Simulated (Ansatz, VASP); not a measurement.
# Cross-check of CrSi2P4 (CrSi2P4 monolayer) between VASP and Ansatz, part 2 of 2

Wanted: the spread between two codes on one cell, functional and k mesh. The structure shown is the start of the Ansatz relaxation below; VASP solves that cell, so the two are compared at the walk's first step.

VASP 6.6.1 and Ansatz 0.2.0.

So far: Starting point; Ansatz: relaxation, PBE with D3(BJ).

### 3. VASP: single point, PBE with D3(BJ), start cell

Level of this step: PBE with D3(BJ), zero-moment start; plane waves and PAW (P, Si, Cr_pv) (VASP).

The same cell, functional, mesh and smearing now go to VASP, with its own data sets.

Lines of VASP's logs that name or quote its potential files are left out, and so is its time.

INCAR

```
SYSTEM = CrSi2P4
PREC = Accurate
ENCUT = 400
EDIFF = 1E-06
NELM = 200
ISMEAR = -1
SIGMA = 0.05
LREAL = .FALSE.
ALGO = Normal
GGA = PE
IVDW = 12
NBANDS = 30
ISPIN = 2
MAGMOM = 0 0 0 0 -0 -0 -0
LASPH = .TRUE.
LMAXMIX = 4
LORBIT = 11
LWAVE = .FALSE.
LCHARG = .FALSE.
ISIF = 2
LDIPOL = .TRUE.
IDIPOL = 3
DIPOL = 0.5 0.5 0.5
LVHAR = .TRUE.
GGA_COMPAT = .FALSE.
NELMDL = -8
KPAR = 2
```

POSCAR

```
CrSi2P4
1.0
    3.4800000000      0.0000000000      0.0000000000
   -1.7400000000      3.0137680000      0.0000000000
    0.0000000000      0.0000000000     46.5519100000
P Si Cr
4 2 1
Direct
    0.0000000000      0.0000000000      0.4167390769
    0.3333333886      0.6666667773      0.4759082495
    0.3333333886      0.6666667773      0.5240917505
    0.0000000000      0.0000000000      0.5832609231
    0.3333333886      0.6666667773      0.4305825046
    0.3333333886      0.6666667773      0.5694174954
    0.0000000000      0.0000000000      0.5000000000
```

KPOINTS

```
Automatic mesh
0
Gamma
12 12 1
0 0 0
```

The projector-augmented-wave data sets are P, Si and Cr_pv (PBE family, release 64).

Launch:

```
$ mpirun -np 2 vasp_std
```

Numbers of over 12 decimals in the logs are rounded to 6 here.

Output:

```text
[banner, memory and clock lines left out]
running    2 mpi-ranks, on    1 nodes
 distrk:  each k-point on    1 cores,    2 groups
 distr:  one band on    1 cores,    1 groups

 POSCAR found type information on POSCAR P SiCr
 POSCAR found :  3 types and       7 ions
 LDA part: xc-table for (Slater+PW92), standard interpolation
 POSCAR, INCAR and KPOINTS ok, starting setup
 FFT: planning ... GRIDC
 FFT: planning ... GRID_SOFT
 FFT: planning ... GRID
 WAVECAR not read
 entering main loop
       N       E                     dE             d eps       ncg     rms          rms(c)
DAV:   1     0.224854055363E+03    0.22485E+03   -0.14600E+04  2808   0.797E+02
DAV:   2    -0.225144672901E+02   -0.24737E+03   -0.24081E+03  3128   0.208E+02
DAV:   3    -0.440975647646E+02   -0.21583E+02   -0.21303E+02  2888   0.600E+01
DAV:   4    -0.447567696095E+02   -0.65920E+00   -0.65679E+00  3308   0.115E+01
DAV:   5    -0.447765716705E+02   -0.19802E-01   -0.19793E-01  3432   0.174E+00
DAV:   6    -0.447771150258E+02   -0.54336E-03   -0.54331E-03  3480   0.265E-01
DAV:   7    -0.447771260557E+02   -0.11030E-04   -0.11029E-04  3476   0.397E-02
DAV:   8    -0.447771264574E+02   -0.40173E-06   -0.40176E-06  3074   0.678E-03    0.229E+01
DAV:   9    -0.563114020982E+02   -0.11534E+02   -0.13057E+02  2882   0.605E+01    0.429E+01
DAV:  10    -0.409998699593E+02    0.15312E+02   -0.91876E+01  3138   0.808E+01    0.109E+01
DAV:  11    -0.410622511010E+02   -0.62381E-01   -0.58343E+00  2704   0.896E+00    0.579E+00
DAV:  12    -0.408882159833E+02    0.17404E+00   -0.53687E-01  2836   0.432E+00    0.368E+00
DAV:  13    -0.408286076315E+02    0.59608E-01   -0.14801E-01  3140   0.265E+00    0.213E+00
DAV:  14    -0.408418177214E+02   -0.13210E-01   -0.53065E-02  3130   0.123E+00    0.158E+00
[...]
DAV:  26    -0.408219127367E+02   -0.85663E-05   -0.11894E-07  1916   0.168E-03    0.243E-03
DAV:  27    -0.408219514659E+02   -0.38729E-04   -0.14053E-06  2010   0.261E-03    0.138E-03
DAV:  28    -0.408219615217E+02   -0.10056E-04   -0.10087E-06  2106   0.190E-03    0.867E-04
DAV:  29    -0.408219643328E+02   -0.28111E-05   -0.40845E-08  1740   0.107E-03    0.620E-04
DAV:  30    -0.408219664985E+02   -0.21657E-05   -0.13290E-08  1602   0.483E-04    0.288E-04
DAV:  31    -0.408219684512E+02   -0.19527E-05   -0.98510E-09  1620   0.345E-04    0.207E-04
DAV:  32    -0.408219701024E+02   -0.16513E-05   -0.11794E-08  1634   0.297E-04    0.200E-04
DAV:  33    -0.408219707100E+02   -0.60760E-06   -0.49393E-09  1572   0.200E-04
   1 F= -.43287200E+02 E0= -.43272566E+02  d E =-.292686E-01  mag=    -0.0000
```

From OUTCAR (step 3):

```text
ion  position               nearest neighbor table
   1  0.000  0.000  0.417-   5 2.11   5 2.11   5 2.11
   2  0.333  0.667  0.476-   5 2.11   3 2.24   7 2.30   7 2.30   7 2.30
   3  0.333  0.667  0.524-   6 2.11   2 2.24   7 2.30   7 2.30   7 2.30
   4  0.000  0.000  0.583-   6 2.11   6 2.11   6 2.11
   5  0.333  0.667  0.431-   1 2.11   1 2.11   2 2.11   1 2.11
   6  0.333  0.667  0.569-   4 2.11   4 2.11   3 2.11   4 2.11
   7  0.000  0.000  0.500-   2 2.30   3 2.30   2 2.30   3 2.30   2 2.30   3 2.30

  LATTYP: Found a hexagonal cell.
 ALAT       =     3.4800000000
 C/A-ratio  =    13.3769856322

 Subroutine GETGRP returns: Found 12 space group operations
 (whereof 12 operations were pure point group operations)

The static configuration has the point symmetry D_3h.

 Found     19 irreducible k-points:

   k-points           NKPTS =     19   k-points in BZ     NKDIM =     19   number of bands    NBANDS=     30

   dimension x,y,z NGX =    24 NGY =   24 NGZ =  320
   dimension x,y,z NGXF=    48 NGYF=   48 NGZF=  640

   ENCUT  =  400.0 eV  29.40 Ry    5.42 a.u.   5.67  5.67 75.91*2*pi/ulx,y,z

   NELECT =      40.0000    total number of electrons

 k-points in reciprocal lattice and weights: Automatic mesh
   0.00000000  0.00000000  0.00000000       0.007
   0.08333333 -0.00000000  0.00000000       0.042
   0.16666667 -0.00000000  0.00000000       0.042
   0.25000000 -0.00000000  0.00000000       0.042
   0.33333333  0.00000000  0.00000000       0.042
   0.41666667 -0.00000000  0.00000000       0.042
   0.50000000 -0.00000000  0.00000000       0.021
   0.08333333  0.08333333  0.00000000       0.042
   0.16666667  0.08333333  0.00000000       0.083
[...]
0.33333333  0.25000000  0.00000000       0.083
   0.33333333  0.33333333  0.00000000       0.014

 dipolmoment           0.000000      0.000000      0.000000 electrons x Angstroem

 average (electrostatic) potential at core
       1 -90.7833       2 -90.4518       3 -90.4518       4 -90.7833       5 -92.2039
       6 -92.2039       7 -78.5629

 E-fermi :  -2.0072

 spin component 1
 k-point     1 :       0.0000    0.0000    0.0000
  band No.  band energies     occupation
    ...
     14      -4.7759      1.00000
     15      -4.7759      1.00000
     16      -4.5561      1.00000
     17      -3.2646      1.00000
     18      -3.2646      1.00000
     19      -1.9480      0.23435
     20      -1.8627      0.05262
     21      -0.3340      0.00000
     22      -0.3340      0.00000
     23      -0.1361      0.00000
    ...

 k-point     2 :       0.0833   -0.0000    0.0000
  band No.  band energies     occupation
    ...
     14      -5.0956      1.00000
     15      -4.9059      1.00000
     16      -4.4687      1.00000
     17      -3.3492      1.00000
     18      -3.3441      1.00000
     19      -1.9501      0.24194
     20      -1.8683      0.05850
     21      -0.3554      0.00000
     22      -0.2671      0.00000
     23      -0.0736      0.00000
    ...

 k-point     3 :       0.1667   -0.0000    0.0000
  band No.  band energies     occupation
    ...
     16      -4.3121      1.00000
     17      -3.5731      1.00000
     18      -3.5465      1.00000
     19      -2.2684      0.99464
     20      -2.1308      0.92210
     21      -0.6386      0.00000
     22      -0.4890      0.00000
     23       0.0369      0.00000
     24       0.2313      0.00000
     25       0.4642      0.00000
    ...

 k-point     4 :       0.2500   -0.0000    0.0000
  band No.  band energies     occupation
    ...
     16      -4.1542      1.00000
     17      -3.9371      1.00000
     18      -3.7941      1.00000
     19      -2.6500      1.00000
     20      -2.4970      0.99994
     21      -1.1571      0.00000
     22      -0.8935      0.00000
     23      -0.4310      0.00000
     24      -0.3913      0.00000
     25       0.8745      0.00000
    ...

 k-point     5 :       0.3333    0.0000    0.0000
  band No.  band energies     occupation
    ...
     16      -4.1965      1.00000
     17      -4.1063      1.00000
     18      -4.0161      1.00000
     19      -2.9269      1.00000
     20      -2.6690      1.00000
     21      -1.6392      0.00063
     22      -1.3679      0.00000
     23      -0.9867      0.00000
     24      -0.9456      0.00000
     25       1.0742      0.00000
    ...

 k-point     6 :       0.4167   -0.0000    0.0000
  band No.  band energies     occupation
    ...
     16      -4.1657      1.00000
     17      -4.1203      1.00000
     18      -4.1107      1.00000
     19      -3.1769      1.00000
     20      -2.6986      1.00000
     21      -1.8842      0.07870
     22      -1.7053      0.00238
     23      -1.5154      0.00005
     24      -1.3419      0.00000
     25       1.0194      0.00000
    ...

 Edisp (eV)   -2.46523

  Total       6.00455     6.00455    23.49681     0.00000     0.00000     0.00000
  in kB      19.70445    19.70445    77.10686     0.00000     0.00000     0.00000
  external pressure =       38.84 kB  Pullay stress =        0.00 kB

  energy-cutoff  :      400.00
  volume of cell :      488.23
      direct lattice vectors                 reciprocal lattice vectors
     3.480000000  0.000000000  0.000000000     0.287356322  0.165905272  0.000000000
    -1.740000000  3.013768000  0.000000000     0.000000000  0.331810544  0.000000000
     0.000000000  0.000000000 46.551910000     0.000000000  0.000000000  0.021481396

 POSITION                                       TOTAL-FORCE (eV/Angst)
 -----------------------------------------------------------------------------------
      0.00000      0.00000     19.40000         0.000000      0.000000     -3.455833
     -0.00000      2.00918     22.15444        -0.000000      0.000000     -0.151690
     -0.00000      2.00918     24.39747        -0.000000      0.000000      0.151690
      0.00000      0.00000     27.15191         0.000000      0.000000      3.455833
     -0.00000      2.00918     20.04444         0.000000      0.000000      0.539744
     -0.00000      2.00918     26.50747         0.000000     -0.000000     -0.539744
      0.00000      0.00000     23.27595         0.000000     -0.000000      0.000000
 -----------------------------------------------------------------------------------
    total drift:                                0.000000     -0.000151     -0.000000

  FREE ENERGIE OF THE ION-ELECTRON SYSTEM (eV)
  ---------------------------------------------------
  free  energy   TOTEN  =       -43.2871998711 eV

  energy  without entropy=      -43.2579312739  energy(sigma->0) =      -43.27256557

 vacuum level on the upper side and lower side of the slab         2.984         2.984

 total charge
# of ion       s       p       d       tot
------------------------------------------
    1        1.019   1.670   0.000   2.689
    2        1.035   1.561   0.000   2.596
    3        1.035   1.561   0.000   2.596
    4        1.019   1.670   0.000   2.689
    5        0.751   1.026   0.000   1.777
    6        0.751   1.026   0.000   1.777
    7        0.378   6.366   4.369  11.113
--------------------------------------------------
tot          5.989  14.880   4.369  25.238

 magnetization (x)
# of ion       s       p       d       tot
------------------------------------------
    1        0.000   0.000   0.000   0.000
    2        0.000  -0.000   0.000  -0.000
    3        0.000  -0.000   0.000  -0.000
    4        0.000   0.000   0.000   0.000
    5       -0.000   0.000   0.000  -0.000
    6       -0.000   0.000   0.000  -0.000
    7        0.000   0.000   0.000   0.000
--------------------------------------------------
tot          0.000  -0.000   0.000   0.000

[... 2 further parts left out ...]
```

This run allows spin, but its moments start at zero, where symmetry between the spins tends to hold them, although Cr can carry a moment.

### 4. Differences

Known differences besides the potentials themselves: Ansatz cuts the interaction across the vacuum, VASP repeats the sheet with a dipole correction; the data sets hold 42 valence electrons in Ansatz (on its PAW soft_1 files) and 40 in VASP; the cutoff is 420 eV in Ansatz and 400 eV in VASP. Total energies have different zeros and are not compared.

Forces (eV/Å; atoms numbered as in POSCAR):

```
atom        Ansatz x, y, z          VASP x, y, z
  P1  0.000, 0.000, -3.472  0.000, 0.000, -3.456
  P2   0.000, 0.000, 0.098  0.000, 0.000, -0.152
  P3  0.000, 0.000, -0.098   0.000, 0.000, 0.152
  P4   0.000, 0.000, 3.472   0.000, 0.000, 3.456
 Si5   0.000, 0.000, 0.531   0.000, 0.000, 0.540
 Si6  0.000, 0.000, -0.531  0.000, 0.000, -0.540
 Cr7   0.000, 0.000, 0.000   0.000, 0.000, 0.000
```

The forces differ by 77 meV/Å r.m.s., which is 7.2 % of the r.m.s. force of 1.080 eV/Å (both taken over all components). Moments aren't recorded for both runs of this pair, so they may hold unlike magnetic states. With vacuum in the cell, a pressure given here is an average over mostly empty space and none of the material.

### 5. Summary of results

| Quantity | Value |
| --- | --- |
| r.m.s. force difference (single point, PBE with D3(BJ), start cell) | 7.2 % of the r.m.s. force |

**Reading.** The r.m.s. force difference is 7.2 % of the r.m.s. force (single point, PBE with D3(BJ), start cell), beyond the 3 % picked in this series as the mark of a large difference. The data sets hold unlike numbers of valence electrons (42 in Ansatz and 40 in VASP), so part of the differences comes from the potentials. What causes the difference of the single point, PBE with D3(BJ), start cell pair stays open here. Such differences can come from data sets, numerical settings and the points named under the comparisons, not from the functional's error against experiment.

[Lines on the potential files, build, host, timing and source positions are cut from VASP's logs without a mark.]

[Logs are printed without paths, hosts, clocks, repeated set-up lines and the standing remarks that a program may print on its own settings, such as how far it seeks lower states.]

[Hosts, paths, dates, database ids (printed as entryN), source tags and the programs' standing remarks are cut or masked in the printed files.]
